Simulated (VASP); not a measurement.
The system is Ag.

```
Ag
1.0
     0.00000    2.03000    2.03000
     2.03000    0.00000    2.03000
     2.03000    2.03000    0.00000
Ag
1
Direct
  0.00000 0.00000 0.00000
```

The cell was built by a generator and needn't be a form met in nature.

| Item | Value |
| --- | --- |
| Program | VASP 6.6.1 |
| Task | relaxation of cell and atoms |
| Functional | PBEsol |
| Dispersion | D3(BJ) |
| Potentials or basis | VASP PAW PBE potentials, release 64 (Ag) |
| Cutoff | 600 eV |
| k mesh | 18 × 18 × 18 |
| Occupations | methfessel-paxton, width 0.1 eV |
| Spin | no spin polarisation |

At the start: pressure -6.2 GPa; volume 16.73 Å³/atom.

Task: How do energy, volume and symmetry change on relaxing?

Result: Over 3 steps the energy falls by 16.7 meV/atom and the volume is 15.92 Å³/atom (-4.9 %); space group Fm-3m (No. 225, to 0.05 Å).

Step by step:
| step | energy change (eV) | largest force (eV/Å) | pressure (GPa) | volume (Å³) |
| --- | --- | --- | --- | --- |
| 1 | 0.0000 | 0.0000 | -6.18 | 16.73 |
| 2 | -0.0020 | 0.0000 | 7.17 | 15.22 |
| 3 | -0.0167 | 0.0000 | -0.04 | 15.92 |

Final structure:
```xyz
1
Lattice="0.0000 1.9965 1.9965 1.9965 0.0000 1.9965 1.9965 1.9965 0.0000" Properties=species:S:1:pos:R:3 pbc="T T T"
Ag    0.0000    0.0000    0.0000
```

Caveat: the PAW data sets were made with another functional, which shifts forces and pressure a little; pairwise dispersion overbinds metals, which lowers pressure and volume.
